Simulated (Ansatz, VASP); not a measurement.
## One calculation of Mg3CdTe4, two programs

```
Mg Cd Te
1.0
     4.63180    0.00000    0.00000
     0.00000    4.63180    0.00000
     0.00000    0.00000   13.01950
Mg Cd Te
3 1 4
Direct
  0.50000 0.50000 0.25217
  0.00000 0.00000 0.50000
  0.50000 0.50000 0.74783
  0.00000 0.00000 0.00000
  0.50000 0.00000 0.37607
  0.00000 0.50000 0.62393
  0.50000 0.00000 0.87094
  0.00000 0.50000 0.12906
```

Alike in both runs: task single point; functional PBE; k mesh 4 × 4 × 1; occupations gaussian, width 0.1 eV; no spin polarisation.

```csv
,VASP,Ansatz
version,VASP 6.6.1,Ansatz 0.2.0
potentials or method,"VASP PAW PBE potentials, release 64 (Mg, Cd, Te)","scalar-relativistic, plane waves, PAW"
plane-wave cutoff (eV),520,420
valence electrons in the cell,42,114
```

|  | VASP | Ansatz | Ansatz less VASP |
| --- | --- | --- | --- |
| gap on the k mesh at the Fermi level (eV) | 1.77 | 1.78 | +0.006 |
| least direct gap on the mesh (eV) | 1.77 | 1.78 | +0.006 |
| pressure (GPa) | 0.0 | 0.0 | -0.01 |
| largest component of the traceless stress (GPa) | 0.09 | 0.09 | 0.000 |
| rms of the force components (eV/Å) | 0.008 | 0.003 | -0.0049 |

Atom by atom the forces differ by 0.005 eV/Å (rms over components). With one functional, cell and mesh, what is left measures potentials, basis and numerics. The two sets of potentials don't hold the same shells in valence.

Caveats: the k mesh is coarse (spacing up to 0.48 Å⁻¹), so the values aren't converged; spin-orbit coupling is left out, which moves the levels of the heavy elements.
